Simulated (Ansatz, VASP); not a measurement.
**MnSi2Mo2: VASP beside Ansatz**

```
CELL_PARAMETERS angstrom
6.29857 0.00000 0.00000
0.00000 6.29857 0.00000
0.00000 0.00000 3.43994
ATOMIC_POSITIONS crystal
Mn 0.00000 0.00000 0.00000
Mn 0.50000 0.50000 0.00000
Si 0.39000 0.89000 0.00000
Si 0.11000 0.39000 0.00000
Si 0.61000 0.11000 0.00000
Si 0.89000 0.61000 0.00000
Mo 0.18000 0.68000 0.50000
Mo 0.32000 0.18000 0.50000
Mo 0.82000 0.32000 0.50000
Mo 0.68000 0.82000 0.50000
```

The cell was built by a generator and needn't be a form met in nature.

Alike in both runs: task single point; functional PBE; k mesh 3 × 3 × 5; no spin polarisation.

```csv
,VASP,Ansatz
version,VASP 6.6.1,Ansatz 0.2.0
potentials or method,"VASP PAW PBE potentials, release 64 (Mn_pv, Si, Mo_sv)",PAW plane waves
plane-wave cutoff (eV),520,420
occupations,"fermi-dirac, width 0.1 eV",fermi-dirac
valence electrons in the cell,98,102
```

VASP gave:

| Item | Value |
| --- | --- |
| gap on the k mesh at the Fermi level (eV) | none |
| pressure (GPa) | 3.9 |
| largest component of the traceless stress (GPa) | 6.65 |
| rms of the force components (eV/Å) | 2.905 |

**Question.** Which values does Ansatz return?

**Answer.** gap on the k mesh at the Fermi level (eV): none; pressure (GPa): 3.8; largest component of the traceless stress (GPa): 6.77; rms of the force components (eV/Å): 2.929.

Atom by atom the forces differ by 0.024 eV/Å (rms over components). A gap of «none» marks a metal or a gap that the smearing closes. The two sets of potentials don't hold the same shells in valence.

Caveats: the k mesh is coarse (spacing up to 0.37 Å⁻¹), so the values aren't converged; forces of over 1 eV/Å show positions far from the minimum, so gaps and moduli don't describe the material at rest. Spin polarisation is off, so any magnetic state and its effect on volume and gap are missing.
